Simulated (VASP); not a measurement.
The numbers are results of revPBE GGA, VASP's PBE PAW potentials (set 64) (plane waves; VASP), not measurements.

Input for VASP

**KPOINTS**
```
k-points along high-symmetry lines
10
Line-mode
Reciprocal
  0.000000   0.000000   0.000000 ! GAMMA
  0.000000   0.500000   0.000000 ! X

  0.000000   0.500000   0.000000 ! X
  0.500000   0.500000   0.000000 ! M

  0.500000   0.500000   0.000000 ! M
  0.000000   0.000000   0.000000 ! GAMMA

  0.000000   0.000000   0.000000 ! GAMMA
  0.000000   0.000000   0.500000 ! Z

  0.000000   0.000000   0.500000 ! Z
  0.000000   0.500000   0.500000 ! R

  0.000000   0.500000   0.500000 ! R
  0.500000   0.500000   0.500000 ! A

  0.500000   0.500000   0.500000 ! A
  0.000000   0.000000   0.500000 ! Z

  0.000000   0.500000   0.000000 ! X
  0.000000   0.500000   0.500000 ! R

  0.500000   0.500000   0.000000 ! M
  0.500000   0.500000   0.500000 ! A
```

POSCAR:
```
BaTiO3
4.379830
  0.9134914318   0.0000000000   0.0000000000
  0.0000000000   0.9134914318   0.0000000000
  0.0000000000   0.0000000000   1.0000001128
Ba Ti O
1 1 3
Direct
  1.0000000000   0.0000000000   0.0200918820
  0.5000000000   0.5000000000   0.5372030589
  0.5000000000   0.5000000000   0.9482296846
  0.0000000000   0.5000000000   0.4792376873
  0.5000000000   0.0000000000   0.4792376873
```

**INCAR**
```
ALGO  =  Normal   ! blocked Davidson
NELM  =  100   ! most electronic steps
LORBIT  =  11
EDIFF  =  1E-7   ! SCF stop (eV)
LMAXMIX  =  4   ! l cut-off of mixed one-centre charges
LREAL  =  .FALSE.   ! projection in real space or not
PREC  =  Accurate
SYSTEM  =  BaTiO3
SIGMA  =  0.05   ! width (eV)
LWAVE  =  .FALSE.
ISMEAR  =  0   ! Gaussian
LCHARG  =  .FALSE.
ICHARG  =  11
ENCUT  =  520   ! plane-wave cut-off (eV)
GGA  =  RE
LASPH  =  .TRUE.   ! aspherical one-centre terms
```

POTCAR, in this order: Ba_sv Ti_sv O (PBE.64 set). Program: vasp_std. Read from the step before: CHGCAR.

Output of the run:

File OSZICAR:
```
       N       E                     dE             d eps       ncg     rms          rms(c)
DAV:   1     0.422873595424E+03    0.42287E+03   -0.21620E+04  4320   0.181E+03
DAV:   2     0.135836836118E+02   -0.40929E+03   -0.40226E+03  4976   0.475E+02
DAV:   3    -0.355492111255E+02   -0.49133E+02   -0.47583E+02  7096   0.142E+02
DAV:   4    -0.376938263751E+02   -0.21446E+01   -0.21433E+01  5544   0.288E+01
DAV:   5    -0.377949886410E+02   -0.10116E+00   -0.10116E+00  6152   0.447E+00
DAV:   6    -0.377959694566E+02   -0.98082E-03   -0.98081E-03  5704   0.503E-01
DAV:   7    -0.377959843915E+02   -0.14935E-04   -0.14935E-04  6240   0.612E-02
DAV:   8    -0.377959846337E+02   -0.24213E-06   -0.24213E-06  5776   0.632E-03
DAV:   9    -0.377959846377E+02   -0.40513E-08   -0.40524E-08  4096   0.845E-04
   1 F= -.37795985E+02 E0= -.37795985E+02  d E =-.771647E-14
```

File OUTCAR:
```
 val. band max:        3.6263083244   @ k =   0.5000   0.5000   0.5000

 cond. band min:       5.4014000989   @ k =   0.0000   0.0000   0.0000



 k-point     1 :       0.0000    0.0000    0.0000
  band No.  band energies     occupation
      1     -53.2679      2.00000
      2     -29.5865      2.00000
      3     -29.3931      2.00000
      4     -29.3931      2.00000
      5     -21.9223      2.00000
      6     -13.4748      2.00000
      7     -12.9628      2.00000
      8     -12.7010      2.00000
      9      -7.1083      2.00000
     10      -7.0177      2.00000
     11      -7.0177      2.00000
     12       0.8774      2.00000
     13       1.0756      2.00000
     14       1.0756      2.00000
     15       1.6014      2.00000
     16       1.6014      2.00000
     17       2.2043      2.00000
     18       2.2791      2.00000
     19       2.9748      2.00000
     20       2.9748      2.00000
     21       5.4014      0.00000
     22       6.2342      0.00000
     23       6.2342      0.00000
     24       7.4657      0.00000

 k-point     2 :       0.0000    0.0556    0.0000
  band No.  band energies     occupation
      1     -53.2679      2.00000
      2     -29.5865      2.00000
      3     -29.3946      2.00000
      4     -29.3930      2.00000
      5     -21.9195      2.00000
      6     -13.4740      2.00000
      7     -12.9607      2.00000
      8     -12.6999      2.00000
      9      -7.1057      2.00000
     10      -7.0132      2.00000
     11      -7.0128      2.00000
     12       0.8706      2.00000
     13       1.0275      2.00000
     14       1.0763      2.00000
     15       1.5560      2.00000
     16       1.5827      2.00000
     17       2.2058      2.00000
     18       2.2677      2.00000
     19       2.9287      2.00000
     20       2.9467      2.00000
     21       5.4607      0.00000
     22       6.1916      0.00000
     23       6.2352      0.00000
     24       7.5450      0.00000

...
```

The density is held fixed in this step, so its total energy and stress have no physical meaning. Unless said otherwise, spin-orbit coupling is left out, though it shifts the bands of the heavy elements here.

The compound is BaTiO3 in the tetragonal perovskite structure. It was relaxed first, which changed the volume by +9 %.
